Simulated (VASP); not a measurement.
Method: PBE GGA, VASP's PBE PAW potentials (set 64) (plane waves; VASP).

VASP ran on this input.

### INCAR
```
! general
SYSTEM =Mg
PREC   =Accurate
ENCUT  =500
LREAL  =.FALSE.
LASPH  =.TRUE.

! electronic loop
EDIFF  =1E-6
NELM   =100
ALGO   =Normal

! smearing
ISMEAR =1
SIGMA  =0.1

! functional
GGA    =PE

! ions
IBRION =2
NSW    =40
ISIF   =3
EDIFFG =-0.02
PSTRESS=200

! output
LWAVE  =.FALSE.
LCHARG =.FALSE.
```

### POSCAR
```
Mg
1
    1.4447017579    -2.5022973342     0.0000000000
    1.4447017579     2.5022973342    -0.0000000000
    0.0000000000     0.0000000000     4.6818992322
Mg
2
Direct
  0.3333330000   0.6666670000   0.2500000000
  0.6666670000   0.3333330000   0.7500000000
```

### KPOINTS
```
Regular mesh
0
G
  14 14 8
0 0 0
```

POTCAR, in this order: Mg (PBE.64 set). Program: vasp_std.

Output

File OSZICAR:
```
       N       E                     dE             d eps       ncg     rms          rms(c)
DAV:   1     0.815882255443E+00    0.81588E+00   -0.13890E+03  1440   0.474E+02
DAV:   2    -0.244437980625E+01   -0.32603E+01   -0.31255E+01  2034   0.325E+01
DAV:   3    -0.246534088080E+01   -0.20961E-01   -0.20533E-01  1974   0.331E+00
DAV:   4    -0.246540621104E+01   -0.65330E-04   -0.65328E-04  1962   0.149E-01
DAV:   5    -0.246540656770E+01   -0.35666E-06   -0.35685E-06  1968   0.853E-03    0.949E-01
DAV:   6    -0.245138987055E+01    0.14017E-01   -0.24669E-04  1818   0.182E-01    0.605E-01
DAV:   7    -0.244051889029E+01    0.10871E-01   -0.57465E-04  1620   0.267E-01    0.287E-02
DAV:   8    -0.244046143476E+01    0.57456E-04   -0.20327E-05  2148   0.377E-02    0.604E-03
DAV:   9    -0.244045912348E+01    0.23113E-05   -0.14222E-06  1698   0.951E-03    0.792E-04
DAV:  10    -0.244045936858E+01   -0.24510E-06   -0.27518E-08  1056   0.143E-03
   1 F= 0.17851426E+01 E0= 0.17851430E+01  d E =0.178514E+01
```

File OUTCAR:
```
------------------------ aborting loop because EDIFF is reached ----------------------------------------
  FORCE on cell =-STRESS in cart. coord.  units (eV):
  Direction    XX          YY          ZZ          XY          YZ          ZX
  --------------------------------------------------------------------------------------
  Total        4.2150540      4.2150557      4.2286622      0.0000000      0.0000000     -0.0000000
  in kB      199.5007614    199.5008392    200.1448442      0.0000000      0.0000000     -0.0000000
  external PRESSURE =      -0.2845184 kB  Pullay stress =     200.0000000 kB
  volume of cell :       33.85
      direct lattice vectors                 reciprocal lattice vectors
     1.444701758 -2.502297334  0.000000000     0.346092193 -0.199816382  0.000000000
     1.444701758  2.502297334  0.000000000     0.346092193  0.199816382  0.000000000
     0.000000000  0.000000000  4.681899232     0.000000000  0.000000000  0.213588535
 POSITION                                       TOTAL-FORCE (eV/Angst)
 -----------------------------------------------------------------------------------
      1.44470      0.83410      1.17047         0.000000     -0.000000      0.000000
      1.44470     -0.83410      3.51142        -0.000000      0.000000      0.000000
 -----------------------------------------------------------------------------------
    total drift:                               -0.000000     -0.000008      0.000001
  FREE ENERGIE OF THE ION-ELECTRON SYSTEM (eV)
  ---------------------------------------------------
  free  energy   TOTEN  =        -2.4404593686 eV

  energy  without entropy=       -2.4404582255  energy(sigma->0) =       -2.44045899
  enthalpy is  TOTEN    =         1.7851425944 eV   P V=        4.2256019630

 reached required accuracy - stopping structural energy minimisation
```
(Selected blocks of OUTCAR.)

The compound is Mg in the hcp structure. It was relaxed first under an external pressure of 20 GPa.
